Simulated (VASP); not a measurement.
## NiSb (Breithauptite) with r2SCAN + rVV10: from relaxation to properties

What structure does NiSb (Breithauptite) take at this level, and what are its properties? The steps: magnetic start: ferromagnetic, magnetic start: antiferromagnetic within the cell, magnetic start: antiferromagnetic, q = (0, 0, 1/2), magnetic start: antiferromagnetic, q = (1/2, 1/2, 1/2), magnetic start: antiferromagnetic, q = (1/2, 1/2, 0), the orders side by side, relaxing cell and atoms (r2SCAN + rVV10), density, ELF and potential (r2SCAN + rVV10), bands along the symmetry lines (r2SCAN + rVV10), total and projected DOS (r2SCAN + rVV10) and vibrations at Γ (r2SCAN + rVV10). The start is a cell from a database of measured crystal structures.

Calculated with VASP 6.6.1; r2SCAN with rVV10, spin-polarised from a ferromagnetic start; plane waves and PAW (Ni, Sb), in the first sound run; inputs show where later runs differ.

The database entry behind the starting cell differs from later determinations by our own check (c about 0.3 % short), so it need not match the best structure at ambient conditions.

## Step 1: Starting point

The structure is hexagonal, space group P6_3/mmc (No. 194). Conventional cell: a = 3.928 Å, b = 3.928 Å, c = 5.120 Å, α = 90.00°, β = 90.00°, γ = 120.00°. Nearest to Ni lie 2 Ni at 2.56 Å and 6 Sb at 2.60 Å. Sb has 6 Ni at 2.60 Å nearest. Farther neighbours are not listed.

Structure file:

```xyz
4
Lattice="3.9280 0.0000 0.0000 -1.9640 3.4017 0.0000 0.0000 0.0000 5.1200" Properties=species:S:1:pos:R:3 pbc="T T T"
Ni    0.0000    0.0000    0.0000
Ni    0.0000    0.0000    2.5600
Sb    0.0000    2.2678    1.2800
Sb    1.9640    1.1339    3.8400
```

## Step 2: Magnetic start: ferromagnetic

The properties of a magnet depend on its order, so a few collinear patterns are compared first on the cell as listed, beginning with all moments parallel. r2SCAN adds the kinetic-energy density, costs more than a GGA and is run with LASPH. LUSE_VDW switches on a nonlocal correlation term for dispersion.

INCAR reads:

```
SYSTEM = NiSb
PREC = Accurate
ENCUT = 400
EDIFF = 1E-06
NELM = 100
ISMEAR = 0
SIGMA = 0.05
LREAL = .FALSE.
ALGO = Normal
METAGGA = R2SCAN
LUSE_VDW = .TRUE.
IVDW_NL = 2
BPARAM = 11.95
CPARAM = 0.0093
LASPH = .TRUE.
NBANDS = 25
ISPIN = 2
MAGMOM = 1 1 0 0
LMAXMIX = 4
LORBIT = 11
LWAVE = .FALSE.
LCHARG = .FALSE.
KPAR = 8
ISIF = 2
```

POSCAR reads:

```
NiSb
1.0
    3.9280000000      0.0000000000      0.0000000000
   -1.9640000000      3.4017477861      0.0000000000
    0.0000000000      0.0000000000      5.1200000000
Ni Sb
2 2
Direct
    0.0000000000      0.0000000000      0.0000000000
    0.0000000000      0.0000000000      0.5000000000
    0.3333333333      0.6666666667      0.2500000000
    0.6666666667      0.3333333333      0.7500000000
```

KPOINTS reads:

```
Automatic mesh
0
Gamma
7 7 5
0 0 0
```

Potentials, in the order of the species: Ni and Sb (PBE family, release 64).

Launch:

```
$ mpirun -np 8 vasp_std
```

The log of the run:

```text
[banner, memory and clock lines left out]
running    8 mpi-ranks, on    1 nodes
 distrk:  each k-point on    1 cores,    8 groups
 distr:  one band on    1 cores,    1 groups

 POSCAR found type information on POSCAR NiSb
 POSCAR found :  2 types and       4 ions
|                                                                             |
|           W    W    AA    RRRRR   N    N  II  N    N   GGGG   !!!           |
|           W    W   A  A   R    R  NN   N  II  NN   N  G    G  !!!           |
|           W    W  A    A  R    R  N N  N  II  N N  N  G       !!!           |
|           W WW W  AAAAAA  RRRRR   N  N N  II  N  N N  G  GGG   !            |
|           WW  WW  A    A  R   R   N   NN  II  N   NN  G    G                |
|           W    W  A    A  R    R  N    N  II  N    N   GGGG   !!!           |
|                                                                             |
|     For optimal performance we recommend to set                             |
|       NCORE = 2 up to number-of-cores-per-socket                            |
|     NCORE specifies how many cores store one orbital (NPAR=cpu/NCORE).      |
|     This setting can greatly improve the performance of VASP for DFT.       |
|     The default, NCORE=1 might be grossly inefficient on modern             |
|     multi-core architectures or massively parallel machines. Do your        |
|     Unfortunately you need to use the default for GW and RPA                |
|     calculations (for HF NCORE is supported but not extensively tested      |
|     yet).                                                                   |
|                                                                             |

|                                                                             |
|               ----> ADVICE to this user running VASP <----                  |
|                                                                             |
|     You have switched on vdW-DFT.                                           |
|     This routine was written and supplied by Jiri Klimes. We recommend      |
|     that you carefully read and cite the following publications:            |
|       J. Klimes, D.R. Bowler, A. Michelides                                 |
|          J. Phys.: Cond Matt. 22 022201 (2010)                              |
|       J. Klimes, D.R. Bowler, A. Michelides                                 |
|          Phys. Rev. B. 83, 195131 (2011)                                    |
|     and references therein.                                                 |
|                                                                             |

|                                                                             |
|               ----> ADVICE to this user running VASP <----                  |
|                                                                             |
|     You enforced a specific xc type in the INCAR file but a different       |
|     [... a line on the potential file left out ...]
|     I HOPE YOU KNOW WHAT YOU ARE DOING!                                     |
|                                                                             |

 LDA part: xc-table for (None), standard interpolation
 POSCAR, INCAR and KPOINTS ok, starting setup
 FFT: planning ... GRIDC
 FFT: planning ... GRID_SOFT
 FFT: planning ... GRID
 WAVECAR not read
 entering main loop
       N       E                     dE             d eps       ncg     rms          rms(c)
Total rVV10 correction in eV:      0.7741347    41.0182314
Total rVV10 correction in eV:      0.7741347    41.0182314
Total rVV10 correction in eV:      0.7741347    41.0182314
Total rVV10 correction in eV:      0.7741347    41.0182314
Total rVV10 correction in eV:      0.7741347    41.0182314
Total rVV10 correction in eV:      0.7741347    41.0182314
Total rVV10 correction in eV:      0.7741347    41.0182314
Total rVV10 correction in eV:      0.7741347    41.0182314
DAV:   1     0.100713141432E+03    0.10071E+03   -0.10500E+04  2400   0.104E+03
DAV:   2    -0.714625446123E+02   -0.17218E+03   -0.16202E+03  2522   0.247E+02
DAV:   3    -0.800692774753E+02   -0.86067E+01   -0.84240E+01  2961   0.692E+01
DAV:   4    -0.802399615276E+02   -0.17068E+00   -0.17049E+00  2743   0.940E+00
DAV:   5    -0.802461998266E+02   -0.62383E-02   -0.62379E-02  3169   0.180E+00    0.138E+01
Total rVV10 correction in eV:      0.7373219    41.0182327
Total rVV10 correction in eV:      0.7373219    41.0182327
Total rVV10 correction in eV:      0.7373219    41.0182327
Total rVV10 correction in eV:      0.7373219    41.0182327
Total rVV10 correction in eV:      0.7373219    41.0182327
Total rVV10 correction in eV:      0.7373219    41.0182327
Total rVV10 correction in eV:      0.7373219    41.0182327
Total rVV10 correction in eV:      0.7373219    41.0182327
DAV:   6    -0.796591918823E+02    0.58701E+00   -0.25399E+01  2665   0.899E+01    0.185E+01
Total rVV10 correction in eV:      0.7526528    41.0182329
Total rVV10 correction in eV:      0.7526528    41.0182329
Total rVV10 correction in eV:      0.7526528    41.0182329
Total rVV10 correction in eV:      0.7526528    41.0182329
Total rVV10 correction in eV:      0.7526528    41.0182329
Total rVV10 correction in eV:      0.7526528    41.0182329
Total rVV10 correction in eV:      0.7526528    41.0182329
Total rVV10 correction in eV:      0.7526528    41.0182329
DAV:   7    -0.755154546887E+02    0.41437E+01   -0.82188E+00  2857   0.571E+01    0.414E+00
Total rVV10 correction in eV:      0.7510550    41.0182327
Total rVV10 correction in eV:      0.7510550    41.0182327
Total rVV10 correction in eV:      0.7510550    41.0182327
Total rVV10 correction in eV:      0.7510550    41.0182327
Total rVV10 correction in eV:      0.7510550    41.0182327
Total rVV10 correction in eV:      0.7510550    41.0182327
Total rVV10 correction in eV:      0.7510550    41.0182327
Total rVV10 correction in eV:      0.7510550    41.0182327
DAV:   8    -0.756582926787E+02   -0.14284E+00   -0.10672E+00  3221   0.124E+01    0.301E+00
Total rVV10 correction in eV:      0.7478823    41.0182327
Total rVV10 correction in eV:      0.7478823    41.0182327
Total rVV10 correction in eV:      0.7478823    41.0182327
Total rVV10 correction in eV:      0.7478823    41.0182327
Total rVV10 correction in eV:      0.7478823    41.0182327
Total rVV10 correction in eV:      0.7478823    41.0182327
Total rVV10 correction in eV:      0.7478823    41.0182327
Total rVV10 correction in eV:      0.7478823    41.0182327
DAV:   9    -0.756123068648E+02    0.45986E-01   -0.14464E-01  2927   0.540E+00    0.114E+00
Total rVV10 correction in eV:      0.7478464    41.0182327
Total rVV10 correction in eV:      0.7478464    41.0182327
Total rVV10 correction in eV:      0.7478464    41.0182327
Total rVV10 correction in eV:      0.7478464    41.0182327
Total rVV10 correction in eV:      0.7478464    41.0182327
Total rVV10 correction in eV:      0.7478464    41.0182327
Total rVV10 correction in eV:      0.7478464    41.0182327
Total rVV10 correction in eV:      0.7478464    41.0182327
DAV:  10    -0.756128478013E+02   -0.54094E-03   -0.14035E-02  3238   0.167E+00    0.502E-01
Total rVV10 correction in eV:      0.7483330    41.0182327
Total rVV10 correction in eV:      0.7483330    41.0182327
Total rVV10 correction in eV:      0.7483330    41.0182327
Total rVV10 correction in eV:      0.7483330    41.0182327
Total rVV10 correction in eV:      0.7483330    41.0182327
Total rVV10 correction in eV:      0.7483330    41.0182327
Total rVV10 correction in eV:      0.7483330    41.0182327
Total rVV10 correction in eV:      0.7483330    41.0182327
DAV:  11    -0.756148777903E+02   -0.20300E-02   -0.36163E-03  3484   0.813E-01    0.205E-01
Total rVV10 correction in eV:      0.7484379    41.0182327
Total rVV10 correction in eV:      0.7484379    41.0182327
Total rVV10 correction in eV:      0.7484379    41.0182327
Total rVV10 correction in eV:      0.7484379    41.0182327
Total rVV10 correction in eV:      0.7484379    41.0182327
Total rVV10 correction in eV:      0.7484379    41.0182327
Total rVV10 correction in eV:      0.7484379    41.0182327
Total rVV10 correction in eV:      0.7484379    41.0182327
DAV:  12    -0.756149888600E+02   -0.11107E-03   -0.96559E-04  2864   0.440E-01    0.473E-02
Total rVV10 correction in eV:      0.7485836    41.0182327
Total rVV10 correction in eV:      0.7485836    41.0182327
Total rVV10 correction in eV:      0.7485836    41.0182327
Total rVV10 correction in eV:      0.7485836    41.0182327
Total rVV10 correction in eV:      0.7485836    41.0182327
Total rVV10 correction in eV:      0.7485836    41.0182327
Total rVV10 correction in eV:      0.7485836    41.0182327
Total rVV10 correction in eV:      0.7485836    41.0182327
DAV:  13    -0.756150305377E+02   -0.41678E-04   -0.15590E-04  3431   0.158E-01    0.396E-02
Total rVV10 correction in eV:      0.7486334    41.0182327
Total rVV10 correction in eV:      0.7486334    41.0182327
Total rVV10 correction in eV:      0.7486334    41.0182327
Total rVV10 correction in eV:      0.7486334    41.0182327
Total rVV10 correction in eV:      0.7486334    41.0182327
Total rVV10 correction in eV:      0.7486334    41.0182327
Total rVV10 correction in eV:      0.7486334    41.0182327
Total rVV10 correction in eV:      0.7486334    41.0182327
DAV:  14    -0.756150300642E+02    0.47349E-06   -0.16277E-05  2995   0.597E-02    0.252E-02
Total rVV10 correction in eV:      0.7486634    41.0182327
Total rVV10 correction in eV:      0.7486634    41.0182327
Total rVV10 correction in eV:      0.7486634    41.0182327
Total rVV10 correction in eV:      0.7486634    41.0182327
Total rVV10 correction in eV:      0.7486634    41.0182327
Total rVV10 correction in eV:      0.7486634    41.0182327
Total rVV10 correction in eV:      0.7486634    41.0182327
Total rVV10 correction in eV:      0.7486634    41.0182327
DAV:  15    -0.756150253386E+02    0.47256E-05   -0.48958E-06  2566   0.342E-02    0.128E-02
Total rVV10 correction in eV:      0.7486704    41.0182327
Total rVV10 correction in eV:      0.7486704    41.0182327
Total rVV10 correction in eV:      0.7486704    41.0182327
Total rVV10 correction in eV:      0.7486704    41.0182327
Total rVV10 correction in eV:      0.7486704    41.0182327
Total rVV10 correction in eV:      0.7486704    41.0182327
Total rVV10 correction in eV:      0.7486704    41.0182327
Total rVV10 correction in eV:      0.7486704    41.0182327
DAV:  16    -0.756150240819E+02    0.12567E-05   -0.14183E-06  1447   0.152E-02    0.357E-03
Total rVV10 correction in eV:      0.7486734    41.0182327
Total rVV10 correction in eV:      0.7486734    41.0182327
Total rVV10 correction in eV:      0.7486734    41.0182327
Total rVV10 correction in eV:      0.7486734    41.0182327
Total rVV10 correction in eV:      0.7486734    41.0182327
Total rVV10 correction in eV:      0.7486734    41.0182327
Total rVV10 correction in eV:      0.7486734    41.0182327
Total rVV10 correction in eV:      0.7486734    41.0182327
DAV:  17    -0.756150231809E+02    0.90091E-06   -0.61843E-07  1253   0.685E-03
Total rVV10 correction in eV:      0.7486742    41.0182327
Total rVV10 correction in eV:      0.7486742    41.0182327
Total rVV10 correction in eV:      0.7486742    41.0182327
Total rVV10 correction in eV:      0.7486742    41.0182327
Total rVV10 correction in eV:      0.7486742    41.0182327
Total rVV10 correction in eV:      0.7486742    41.0182327
Total rVV10 correction in eV:      0.7486742    41.0182327
Total rVV10 correction in eV:      0.7486742    41.0182327
Total rVV10 correction in eV:      0.7486745    41.0182327
Total rVV10 correction in eV:      0.7486745    41.0182327
Total rVV10 correction in eV:      0.7486745    41.0182327
Total rVV10 correction in eV:      0.7486745    41.0182327
Total rVV10 correction in eV:      0.7486745    41.0182327
Total rVV10 correction in eV:      0.7486745    41.0182327
Total rVV10 correction in eV:      0.7486745    41.0182327
Total rVV10 correction in eV:      0.7486745    41.0182327
   1 F= -.75615023E+02 E0= -.75614346E+02  d E =-.135441E-02  mag=    -0.0000
```

Elapsed: 71 s, on 8 MPI ranks of Intel Xeon Platinum 8488C (Sapphire Rapids), shared host; peak memory 2.8 GiB.

Lines that name or quote the potential files are left out of all logs, and their timing lines are given in words.

Parts of OUTCAR (step 2):

```text
ion  position               nearest neighbor table
   1  0.000  0.000  0.000-   2 2.56   2 2.56   4 2.60   3 2.60   4 2.60   3 2.60   4 2.60   3 2.60

  LATTYP: Found a hexagonal cell.
 ALAT       =     3.9280000000
 C/A-ratio  =     1.3034623218

 Subroutine GETGRP returns: Found 24 space group operations
 (whereof 12 operations were pure point group operations)

The static configuration has the point symmetry D_3d.
 The point group associated with its full space group is D_6h.

 Found     24 irreducible k-points:

   k-points           NKPTS =     24   k-points in BZ     NKDIM =     24   number of bands    NBANDS=     25

   dimension x,y,z NGX =    28 NGY =   28 NGZ =   36
   dimension x,y,z NGXF=    56 NGYF=   56 NGZF=   72

   ENCUT  =  400.0 eV  29.40 Ry    5.42 a.u.   6.41  6.41  8.35*2*pi/ulx,y,z

   NELECT =      30.0000    total number of electrons

 k-points in reciprocal lattice and weights: Automatic mesh
   0.00000000  0.00000000  0.00000000       0.004
   0.14285714 -0.00000000  0.00000000       0.024
   0.28571429 -0.00000000  0.00000000       0.024
   0.42857143  0.00000000  0.00000000       0.024
   0.14285714  0.14285714  0.00000000       0.024
   0.28571429  0.14285714  0.00000000       0.049
   0.42857143  0.14285714  0.00000000       0.024
   0.28571429  0.28571429  0.00000000       0.024
   0.00000000  0.00000000  0.20000000       0.008
[...]
0.42857143  0.14285714  0.40000000       0.049
   0.28571429  0.28571429  0.40000000       0.049

 average (electrostatic) potential at core
       1 -86.7314       2 -86.7314       3 -88.0997       4 -88.0997

 E-fermi :   9.9482

 spin component 1
 k-point     1 :       0.0000    0.0000    0.0000
  band No.  band energies     occupation
    ...
      9       7.7302      1.00000
     10       7.7304      1.00000
     11       8.5526      1.00000
     12       8.5526      1.00000
     13       9.8834      0.96642
     14      10.5237      0.00000
     15      10.5237      0.00000
     16      12.5217      0.00000
     17      12.5218      0.00000
     18      13.4912      0.00000
    ...

 k-point     2 :       0.1429   -0.0000    0.0000
  band No.  band energies     occupation
    ...
     11       8.5329      1.00000
     12       8.5529      1.00000
     13       9.0439      1.00000
     14       9.7261      1.00000
     15       9.7961      0.99999
     16      11.7104      0.00000
     17      13.2307      0.00000
     18      13.7454      0.00000
     19      15.0026      0.00000
     20      15.9261      0.00000
    ...

 k-point     3 :       0.2857   -0.0000    0.0000
  band No.  band energies     occupation
    ...
     11       7.9860      1.00000
     12       8.4979      1.00000
     13       8.5537      1.00000
     14       8.6155      1.00000
     15       9.4204      1.00000
     16      10.6672      0.00000
     17      12.2233      0.00000
     18      13.8969      0.00000
     19      14.2093      0.00000
     20      16.2032      0.00000
    ...

 k-point     4 :       0.4286    0.0000    0.0000
  band No.  band energies     occupation
    ...
     12       7.9971      1.00000
     13       8.4718      1.00000
     14       8.5254      1.00000
     15       8.5550      1.00000
     16       9.8297      0.99960
     17      11.2332      0.00000
     18      13.6802      0.00000
     19      14.1091      0.00000
     20      15.5882      0.00000
     21      15.8927      0.00000
    ...

 k-point     5 :       0.1429    0.1429    0.0000
  band No.  band energies     occupation
    ...
     11       8.0746      1.00000
     12       8.5093      1.00000
     13       8.5505      1.00000
     14       8.8218      1.00000
     15       9.6040      1.00000
     16      12.0136      0.00000
     17      12.4099      0.00000
     18      12.7425      0.00000
     19      15.1022      0.00000
     20      15.5027      0.00000
    ...

 k-point     6 :       0.2857    0.1429    0.0000
  band No.  band energies     occupation
    ...
     11       8.0213      1.00000
     12       8.2069      1.00000
     13       8.4877      1.00000
     14       8.5448      1.00000
     15       9.0791      1.00000
     16      10.7597      0.00000
     17      11.3216      0.00000
     18      12.4912      0.00000
     19      14.0680      0.00000
     20      14.7938      0.00000
    ...

  Total       -0.5155066     -0.5155066     -0.3892309      0.0000000      0.0000000      0.0000000
  in kB      -12.0726125    -12.0726125     -9.1153710      0.0000000      0.0000000      0.0000000
  external PRESSURE =     -11.0868653 kB  Pullay stress =       0.0000000 kB

  energy-cutoff  :      400.00
  volume of cell :       68.41
      direct lattice vectors                 reciprocal lattice vectors
     3.928000000  0.000000000  0.000000000     0.254582485  0.146983266  0.000000000
    -1.964000000  3.401747786  0.000000000     0.000000000  0.293966532  0.000000000
     0.000000000  0.000000000  5.120000000     0.000000000  0.000000000  0.195312500

 POSITION                                       TOTAL-FORCE (eV/Angst)
 -----------------------------------------------------------------------------------
      0.00000      0.00000      0.00000         0.000000     -0.000000      0.000000
      0.00000      0.00000      2.56000         0.000000     -0.000000      0.000000
     -0.00000      2.26783      1.28000        -0.000000      0.000000     -0.000000
      1.96400      1.13392      3.84000         0.000000     -0.000000     -0.000000
 -----------------------------------------------------------------------------------
    total drift:                               -0.000000      0.000000      0.000000

  FREE ENERGIE OF THE ION-ELECTRON SYSTEM (eV)
  ---------------------------------------------------
  free  energy   TOTEN  =       -75.6150231809 eV

  energy  without entropy=      -75.6136687756  energy(sigma->0) =      -75.61434598

 total charge
# of ion       s       p       d       tot
------------------------------------------
    1        0.460   0.509   8.471   9.440
    2        0.460   0.509   8.471   9.440
    3        1.107   1.236   0.078   2.421
    4        1.107   1.236   0.078   2.421
--------------------------------------------------
tot          3.134   3.491  17.099  23.723

 magnetization (x)
# of ion       s       p       d       tot
------------------------------------------
    1       -0.000  -0.000  -0.000  -0.000
    2       -0.000  -0.000  -0.000  -0.000
    3       -0.000  -0.000   0.000  -0.000
    4       -0.000  -0.000   0.000  -0.000
--------------------------------------------------
tot         -0.000  -0.000  -0.000  -0.000

[... 6 further parts left out ...]
```

The k-mesh is coarse for a metal. The PAW data sets were made with PBE, which is usual practice but a small mismatch for other functionals.

This step gave:

| Quantity | Value |
| --- | --- |
| SCF cycles | 17 |
| electrons | 30 |
| bands | 25 |
| irreducible k-points | 24 |
| symmetry operations | 24 |
| free energy (TOTEN) | -75.6150 eV |
| energy at zero smearing | -75.6143 eV |
| Fermi energy | 9.948 eV |
| pressure | -1.109 GPa |
| metallic, judged on the points sampled | yes |

(Part 1 of 11 ends here.)

[Lines on the potential files, build, host, timing and source positions are cut from VASP's logs without a mark.]

[Logs are printed without paths, hosts, clocks, repeated set-up lines and the standing remarks that a program may print on its own settings, such as how far it seeks lower states.]

[Hosts, paths, dates, database ids (printed as entryN), source tags and the programs' standing remarks are cut or masked in the printed files.]

[A measured line is paired with the nearest computed mode of its activity, which favours agreement.]

[In band tables of VASP the shares of atoms and orbitals are scaled to a sum of 1 inside the atoms' spheres.]
